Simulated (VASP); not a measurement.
Sn2GeO2, 5 atoms in the cell. It takes space group I4/mmm (No. 139, tetragonal). Conventional cell: a = 3.694 Å, b = 3.694 Å, c = 12.866 Å, α = 90.00°, β = 90.00°, γ = 90.00°. Around Sn (site symmetry 4mm) lie 4 O at 2.22 Å. Ge (site symmetry 4/mmm) has 8 Sn at 3.28 Å and 4 Ge at 3.69 Å and 8 O at 3.71 Å as nearest neighbours. O (site symmetry -4m2) is surrounded by 4 Sn at 2.22 Å. The cell was built by a generator and needn't be a form met in nature.

- Program: VASP 6.6.1
- Task: density of states
- Functional: PBE
- Potentials or basis: VASP PAW PBE potentials, release 64 (Sn_d, Ge_d, O)
- Cutoff: 520 eV
- k mesh: 12 × 12 × 12
- Occupations: gaussian, width 0.1 eV
- Spin: no spin polarisation
- k mesh for the DOS: 18 × 18 × 18
- Occupations for the DOS: tetrahedron
- Further INCAR settings: ALGO = Fast; EDIFF = 1e-07

Potentials or basis: VASP PAW PBE potentials, release 64 (Sn_d, Ge_d, O).

The run is started by

```console
$ cat potpaw_PBE.64/Sn_d/POTCAR potpaw_PBE.64/Ge_d/POTCAR potpaw_PBE.64/O/POTCAR > POTCAR
$ cp INCAR.step1 INCAR
$ cp KPOINTS.step1 KPOINTS
$ mpirun -np 8 vasp_std > vasp.out
$ cp INCAR.step2 INCAR
$ cp KPOINTS.step2 KPOINTS
$ mpirun -np 8 vasp_std > vasp.out
```

Hardware: 8 MPI ranks on Intel(R) Xeon(R) 6975P-C (Granite Rapids), with other jobs on the host.

How long does it take, and how much memory?

Wall time 13 min on 8 MPI ranks on Intel(R) Xeon(R) 6975P-C (Granite Rapids), on a shared host, peak memory 1.3 GiB a rank. Counts: scf iterations 22, k points 480.
